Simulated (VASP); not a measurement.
Output of a VASP run:

### OSZICAR
```
       N       E                     dE             d eps       ncg     rms          rms(c)
DAV:   1     0.119830354252E+03    0.11983E+03   -0.65594E+03   392   0.772E+02
DAV:   2     0.414354509424E+01   -0.11569E+03   -0.11400E+03   554   0.189E+02
DAV:   3    -0.405932016752E+01   -0.82029E+01   -0.81207E+01   556   0.530E+01
DAV:   4    -0.436046733717E+01   -0.30115E+00   -0.30095E+00   584   0.789E+00
DAV:   5    -0.436476565645E+01   -0.42983E-02   -0.42981E-02   538   0.881E-01    0.234E+00
DAV:   6    -0.436057551393E+01    0.41901E-02   -0.61070E-03   498   0.783E-01    0.138E+00
DAV:   7    -0.435805695765E+01    0.25186E-02   -0.10609E-02   496   0.104E+00    0.537E-02
DAV:   8    -0.435817228258E+01   -0.11532E-03   -0.48537E-04   630   0.112E-01    0.224E-02
DAV:   9    -0.435818169253E+01   -0.94099E-05   -0.81297E-06   510   0.211E-02    0.773E-03
DAV:  10    -0.435818215821E+01   -0.46568E-06   -0.23512E-06   352   0.111E-02
   1 F= -.43581822E+01 E0= -.43145541E+01  d E =-.872561E-01
```

OUTCAR:
```
------------------------ aborting loop because EDIFF is reached ----------------------------------------
  FORCE on cell =-STRESS in cart. coord.  units (eV):
  Direction    XX          YY          ZZ          XY          YZ          ZX
  --------------------------------------------------------------------------------------
  Total       -0.0357218     -0.1743178     -0.6474953      0.0000000      0.0000000      0.0000000
  in kB       -0.4666262     -2.2770741     -8.4580871      0.0000000      0.0000000      0.0000000
  external PRESSURE =      -3.7339291 kB  Pullay stress =       0.0000000 kB
  volume of cell :      122.65
      direct lattice vectors                 reciprocal lattice vectors
     2.156486000 -3.912080000  0.000000000     0.231858681 -0.127809247  0.000000000
     2.156486000  3.912080000  0.000000000     0.231858681  0.127809247  0.000000000
     0.000000000  0.000000000  7.269268000     0.000000000  0.000000000  0.137565433
 POSITION                                       TOTAL-FORCE (eV/Angst)
 -----------------------------------------------------------------------------------
      2.15649     -1.17049      5.45195         0.000000     -0.072161      0.000000
      2.15649      1.17049      1.81732         0.000000      0.072161     -0.000000
 -----------------------------------------------------------------------------------
    total drift:                                0.000000      0.000000      0.000000
  FREE ENERGIE OF THE ION-ELECTRON SYSTEM (eV)
  ---------------------------------------------------
  free  energy   TOTEN  =        -4.3581821582 eV

  energy  without entropy=       -4.2709260566  energy(sigma->0) =       -4.31455411
```
(Selected blocks of OUTCAR.)

POSCAR:
```
Ba
1
    2.1564860000    -3.9120800000     0.0000000000
    2.1564860000     3.9120800000     0.0000000000
    0.0000000000     0.0000000000     7.2692680000
Ba
2
Direct
  0.6496000000   0.3504000000   0.7500000000
  0.3504000000   0.6496000000   0.2500000000
```

Question: Write an INCAR and KPOINTS that could have produced this output.

Answer: Several could match; the one computed here: the input of the run itself, PBEsol GGA, plane waves, VASP's PBE PAW potentials (set 64).

INCAR:
```
! general
SYSTEM  = Ba
PREC    = Accurate
ENCUT   = 300
LREAL   = F   ! projection in real space or not
LASPH   = T   ! aspherical one-centre terms

! electronic loop
EDIFF   = 1E-6
NELM    = 100   ! most electronic steps
ALGO    = Normal   ! blocked Davidson
LMAXMIX = 4   ! l cut-off of mixed one-centre charges

! smearing
ISMEAR  = 0
SIGMA   = 0.272   ! width (eV)

! functional
GGA     = PS   ! PBEsol

! ions
ISIF    = 2

! output
LWAVE   = F
LCHARG  = F
```

File KPOINTS:
```
Regular mesh
0
Gamma
 4 4 2
```

POTCAR, in this order: Ba_sv (PBE.64 set). Program: vasp_std.

At this cut-off the stress carries a Pulay error, which pulls relaxed volumes low.

The structure comes from a computed database's Ba entry (Cmcm); how it stands against other phases isn't given here. The cell was not relaxed at this level. The k-mesh is coarse (spacing up to 0.43 per Å, 2π included), so the numbers may not be converged in it. The run is one of a series of settings (KPOINTS 4×4×2 Γ-centred mesh against the base run), some of them coarse on purpose.
